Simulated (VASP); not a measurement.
An input for Ansatz (written as the equivalent of a VASP run, and not itself run):

Ansatz 0.2 input:
```yaml
crystal:
  lattice:
    - [4.2174349, 0.0000000, 0.0000000]
    - [-2.1087175, 3.6524055, 0.0000000]
    - [0.0000000, 0.0000000, 6.7965928]
  atoms:
    - { symbol: Mg, position: [0.6666670, 0.3333330, 0.4982071] }
    - { symbol: Mg, position: [0.3333330, 0.6666670, 0.9982071] }
    - { symbol: Se, position: [0.6666670, 0.3333330, 0.8767929] }
    - { symbol: Se, position: [0.3333330, 0.6666670, 0.3767929] }
kpoints:
  mp_grid: { grid: [6, 6, 3] }
hamiltonian:
  xc: r2scan
  pseudopotentials: { kind: paw }
scf:
  occupations: { method: gaussian, width: 0.05 }
  max_iter: 100
relax:
  max_steps: 60
  f_tol: 0.02
  cell: {}
output: { forces: true, stress: true, eigenvalues: true }
```

**Question.** Translate this input to VASP (INCAR, KPOINTS, POSCAR, choice of POTCAR).

**Answer.** This is not unique; one that fits is 
File KPOINTS:
```
K-points
0
gamma
 6 6 3
```

### POSCAR
```
MgSe
1.0
  4.2174349283   0.0000000000   0.0000000000
 -2.1087174641   3.6524055261   0.0000000000
  0.0000000000   0.0000000000   6.7965927673
Mg Se
2 2
Cart
  2.1087195729   1.2174672912   3.3861107575
 -0.0000021087   2.4349382349   6.7844071412
  2.1087195729   1.2174672912   5.9592042975
 -0.0000021087   2.4349382349   2.5609079139
```

**INCAR**
```
ALGO = Normal
EDIFF = 1E-6
EDIFFG = -0.02
ENCUT = 400
IBRION = 2
ISIF = 3
ISMEAR = 0
LASPH = .TRUE.
LCHARG = .FALSE.
LMAXMIX = 4
LMIXTAU = .TRUE.
LREAL = .FALSE.
LWAVE = .FALSE.
METAGGA = R2SCAN
NELM = 100
NSW = 60
PREC = Accurate
SIGMA = 0.05
SYSTEM = MgSe
```

POTCAR, in this order: Mg Se (PBE.64 set). Program: vasp_std.

The two are equivalent in intent, not identical: each code has its own PAW files, so the cut-off isn't converted (ENCUT is set for VASP's; basis.ecutwfc is left out, and Ansatz then takes the one that its files recommend); Ansatz stops its SCF on the density residual and VASP on the energy change (EDIFF).

The structure comes from a computed database's MgSe entry (P6_3mc); how it stands against other phases isn't given here. This run relaxes it. Symmetry was kept, so distortions that lower it aren't found. The start is the result of an earlier pass.
